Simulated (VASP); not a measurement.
Given:

```yaml
crystal:
  lattice:
    - [2.76439, 0.00000, 0.00000]
    - [-1.38220, 2.39403, 0.00000]
    - [0.00000, 0.00000, 8.89445]
  atoms:
    - { symbol: Pd, position: [0.00000, 0.00000, 0.00000] }
    - { symbol: Pd, position: [0.00000, 0.00000, 0.50000] }
    - { symbol: Pd, position: [0.33333, 0.66667, 0.25000] }
    - { symbol: Pd, position: [0.66667, 0.33333, 0.75000] }
```

Calculation: LDA (Ceperley-Alder, Perdew-Zunger), VASP's LDA PAW potentials (set 64) (plane waves; VASP). Run with 300 eV cut-off, 11×11×3 Γ-centred mesh, Gaussian smearing of 0.050 eV, potentials Pd.

At this cut-off the stress carries a Pulay error, which pulls relaxed volumes low.

Q: Predict the energy per atom (σ→0), pressure, band gap (on the k-mesh) with the smallest direct gap where there is one.

A: 
* **band gap (on the k-mesh)**: none (metal, semimetal or under 0.01 eV)
* **energy per atom (σ→0)**: -6462 meV/atom
* **pressure**: -7.49 GPa

Only differences to runs with the same potentials and settings are physical.

The structure was generated: Pd was put into an ordered model structure, which need not be its known phase. The cell was not relaxed at this level. VASP warned that the highest band is occupied, so more bands are needed.
